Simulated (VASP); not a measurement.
Level of theory: r2SCAN meta-GGA, VASP's PBE PAW potentials (set 64) (plane waves; VASP).

VASP ran on this input.

### POSCAR
```
PdIn
3.2715450
  1.0000000406   0.0000000000   0.0000000000
  0.0000000000   1.0000000406   0.0000000000
  0.0000000000   0.0000000000   1.0000000406
In Pd
1 1
Cartesian
  0.5000000203   0.5000000203   0.5000000203
  0.0000000000   0.0000000000   0.0000000000
```

### INCAR
```
SYSTEM = PdIn
PREC = Accurate
ENCUT = 480
EDIFF = 1E-7
NELM = 100
ALGO = Normal
LREAL = .FALSE.
LASPH = .TRUE.
ISMEAR = 1
SIGMA = 0.1
METAGGA = R2SCAN
LMIXTAU = .TRUE.
LMAXMIX = 4
LWAVE = .FALSE.
LCHARG = .FALSE.
ISIF = 2
```

File KPOINTS:
```
Automatic mesh
0
Gamma
10 10 10
0 0 0
```

POTCAR, in this order: In_d Pd (PBE.64 set). Program: vasp_std.

The resulting files:

**OSZICAR**
```
       N       E                     dE             d eps       ncg     rms          rms(c)
DAV:   1     0.120204847495E+03    0.12020E+03   -0.11131E+04  1694   0.192E+03
DAV:   2    -0.441348049632E+02   -0.16434E+03   -0.15989E+03  1771   0.416E+02
DAV:   3    -0.519413251802E+02   -0.78065E+01   -0.77533E+01  2093   0.962E+01
DAV:   4    -0.520897876772E+02   -0.14846E+00   -0.14843E+00  2084   0.124E+01
DAV:   5    -0.520970831546E+02   -0.72955E-02   -0.72954E-02  2467   0.243E+00    0.880E+00
DAV:   6    -0.467224788608E+02    0.53746E+01   -0.49114E+00  1792   0.362E+01    0.395E+00
DAV:   7    -0.466014569194E+02    0.12102E+00   -0.53177E-01  1778   0.946E+00    0.250E+00
DAV:   8    -0.466258211517E+02   -0.24364E-01   -0.14974E-01  1848   0.337E+00    0.136E+00
DAV:   9    -0.466277274067E+02   -0.19063E-02   -0.70780E-02  1764   0.314E+00    0.376E-01
DAV:  10    -0.466373037699E+02   -0.95764E-02   -0.25253E-02  1834   0.200E+00    0.227E-01
DAV:  11    -0.466370893092E+02    0.21446E-03   -0.69458E-03  1736   0.933E-01    0.189E-01
DAV:  12    -0.466387054408E+02   -0.16161E-02   -0.96699E-04  1932   0.316E-01    0.884E-02
DAV:  13    -0.466388248754E+02   -0.11943E-03   -0.16794E-04  1995   0.130E-01    0.726E-02
DAV:  14    -0.466385025622E+02    0.32231E-03   -0.13666E-04  1785   0.133E-01    0.127E-01
DAV:  15    -0.466391037198E+02   -0.60116E-03   -0.67516E-04  1729   0.304E-01    0.270E-02
DAV:  16    -0.466391042489E+02   -0.52914E-06   -0.13429E-05  1988   0.339E-02    0.155E-02
DAV:  17    -0.466391029004E+02    0.13485E-05   -0.76710E-07  2234   0.896E-03    0.197E-02
DAV:  18    -0.466391032222E+02   -0.32179E-06   -0.26592E-07  1930   0.687E-03    0.240E-02
DAV:  19    -0.466391056056E+02   -0.23834E-05   -0.16424E-06  2181   0.210E-02    0.457E-03
DAV:  20    -0.466391073004E+02   -0.16948E-05   -0.34769E-07  1752   0.641E-03    0.131E-02
DAV:  21    -0.466391069376E+02    0.36276E-06   -0.19757E-07  1177   0.812E-03    0.645E-03
DAV:  22    -0.466391065602E+02    0.37739E-06   -0.94099E-08  1148   0.491E-03    0.101E-03
DAV:  23    -0.466391065097E+02    0.50561E-07   -0.18110E-08   917   0.200E-03
   1 F= -.46639107E+02 E0= -.46638458E+02  d E =-.194607E-02
```

### OUTCAR
```
------------------------ aborting loop because EDIFF is reached ----------------------------------------
  FORCE on cell =-STRESS in cart. coord.  units (eV):
  Direction    XX          YY          ZZ          XY          YZ          ZX
  --------------------------------------------------------------------------------------
  Total        0.0575691      0.0575691      0.0575691     -0.0000000     -0.0000000     -0.0000000
  in kB        2.6341556      2.6341556      2.6341556     -0.0000000     -0.0000000     -0.0000000
  external PRESSURE =       2.6341556 kB  Pullay stress =       0.0000000 kB
  volume of cell :       35.02
      direct lattice vectors                 reciprocal lattice vectors
     3.271545133  0.000000000  0.000000000     0.305665965  0.000000000  0.000000000
     0.000000000  3.271545133  0.000000000     0.000000000  0.305665965  0.000000000
     0.000000000  0.000000000  3.271545133     0.000000000  0.000000000  0.305665965
 POSITION                                       TOTAL-FORCE (eV/Angst)
 -----------------------------------------------------------------------------------
      1.63577      1.63577      1.63577         0.000000      0.000000      0.000000
      0.00000      0.00000      0.00000         0.000000      0.000000      0.000000
 -----------------------------------------------------------------------------------
    total drift:                                0.000000      0.000000     -0.000000
  FREE ENERGIE OF THE ION-ELECTRON SYSTEM (eV)
  ---------------------------------------------------
  free  energy   TOTEN  =       -46.6391065097 eV

  energy  without entropy=      -46.6371604348  energy(sigma->0) =      -46.63845782
```
(Selected blocks of OUTCAR.)

File OUTCAR:
```
 val. band max:       10.5790263438   @ k =   0.5000   0.4000   0.3000

 cond. band min:      10.5923509385   @ k =   0.3000   0.1000   0.1000


 Fermi energy:        10.5831127518

 k-point     1 :       0.0000    0.0000    0.0000
  band No.  band energies     occupation
      1      -5.1489      2.00000
      2      -5.1489      2.00000
      3      -4.7241      2.00000
      4      -4.7241      2.00000
      5      -4.7241      2.00000
      6      -0.0434      2.00000
      7       6.4012      2.00000
      8       6.4012      2.00000
      9       8.0211      2.00000
     10       8.0211      2.00000
     11       8.0211      2.00000
     12      14.9186      0.00000
     13      14.9186      0.00000
     14      14.9186      0.00000
     15      20.5348      0.00000

 k-point     2 :       0.1000    0.0000    0.0000
  band No.  band energies     occupation
      1      -5.1431      2.00000
      2      -5.1138      2.00000
      3      -4.7348      2.00000
      4      -4.7348      2.00000
      5      -4.7209      2.00000
      6       0.1228      2.00000
      7       6.4038      2.00000
      8       6.4280      2.00000
      9       7.9001      2.00000
     10       7.9001      2.00000
     11       8.0141      2.00000
     12      13.8128      0.00000
     13      15.2467      0.00000
     14      15.2467      0.00000
     15      20.8218      0.00000

 k-point     3 :       0.2000    0.0000    0.0000
  band No.  band energies     occupation
      1      -5.1278      2.00000
      2      -5.0220      2.00000
      3      -4.7627      2.00000
      4      -4.7627      2.00000
      5      -4.7126      2.00000
      6       0.6195      2.00000
      7       6.4108      2.00000
      8       6.4363      2.00000
      9       7.6137      2.00000
     10       7.6137      2.00000
     11       7.9957      2.00000
     12      11.8620     -0.00000
     13      16.1528      0.00000
     14      16.1528      0.00000
     15      20.9133      0.00000
...
```

Unless said otherwise, spin-orbit coupling is left out, though it shifts the bands of the heavy elements here.

The compound is PdIn in the CsCl type structure. It was relaxed first. The electron count is odd and the run is not spin-polarised, which forces a metal.
